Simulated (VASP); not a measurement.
VASP runs on Zr share one base input (PBE GGA, plane waves, VASP's PBE PAW potentials (set 64)) and change the settings named in each case.

File KPOINTS:
```
Regular mesh
0
Gamma
 10 4 1
```

**INCAR**
```
SYSTEM = Zr
PREC = Accurate
ENCUT = 300
EDIFF = 1E-6
NELM = 100
ALGO = Normal
LREAL = .FALSE.
LASPH = .TRUE.
ISMEAR = -1
SIGMA = 0.1
GGA = PE
LMAXMIX = 4
LWAVE = .FALSE.
LCHARG = .FALSE.
ISIF = 2
LDIPOL = .TRUE.
IDIPOL = 3
DIPOL = 0.5 0.5 0.511
```

**POSCAR**
```
Zr
1
    3.1872280000     0.0000000000     0.0000000000
    0.0000000000    10.2549280000     0.0000000000
    0.0000000000     0.0000000000    21.4350000000
Zr
12
Direct
  0.7453700000   0.0000000000   0.4132870000
  0.7453700000   0.5000000000   0.4132870000
  0.7453700000   0.2500000000   0.3265690000
  0.2453700000   0.7500000000   0.3699280000
  0.2453700000   0.0000000000   0.5433590000
  0.2453700000   0.5000000000   0.5433590000
  0.2453700000   0.2500000000   0.4566410000
  0.7453700000   0.7500000000   0.5000000000
  0.7453700000   0.0000000000   0.6734310000
  0.7453700000   0.5000000000   0.6734310000
  0.7453700000   0.2500000000   0.5867130000
  0.2453700000   0.7500000000   0.6300720000
```

POTCAR, in this order: Zr_sv (PBE.64 set). Program: vasp_std.

```json
[
 {"change": "base run", "E(σ→0) (eV/atom)": "-7.8606", "largest force (eV/Å)": "1.080", "−TS (eV)": "-0.6788"},
 {"change": "SIGMA = 0.01", "E(σ→0) (eV/atom)": "-7.8600", "largest force (eV/Å)": "1.097", "−TS (eV)": "-0.0074"},
 {"change": "ISMEAR = 1", "E(σ→0) (eV/atom)": "-7.8601", "largest force (eV/Å)": "1.094", "−TS (eV)": "0.0072"},
 {"change": "KPOINTS 8×3×1 Γ-centred mesh", "E(σ→0) (eV/atom)": "-7.8618", "largest force (eV/Å)": "1.073", "−TS (eV)": "-0.6638"},
 {"change": "ISYM = 0", "E(σ→0) (eV/atom)": "-7.8606", "largest force (eV/Å)": "1.079", "−TS (eV)": "-0.6788"},
 {"change": "ENCUT = 210", "E(σ→0) (eV/atom)": "-7.8416", "largest force (eV/Å)": "1.093", "−TS (eV)": "-0.6795"}
]
```
 Energies of different potentials or functionals have different zeros.  The cell holds a wide vacuum, so values per volume refer to the whole cell.

Left out are runs that ran out of time, are held back, or changed the cell or the kind of run, fixed moments of cells without a moment, rows past the twelfth, gaps on odd meshes, pressures of charged cells and columns that move by less than the noise.

The cell is a sheet or thin cut with vacuum, built from a generated structure.
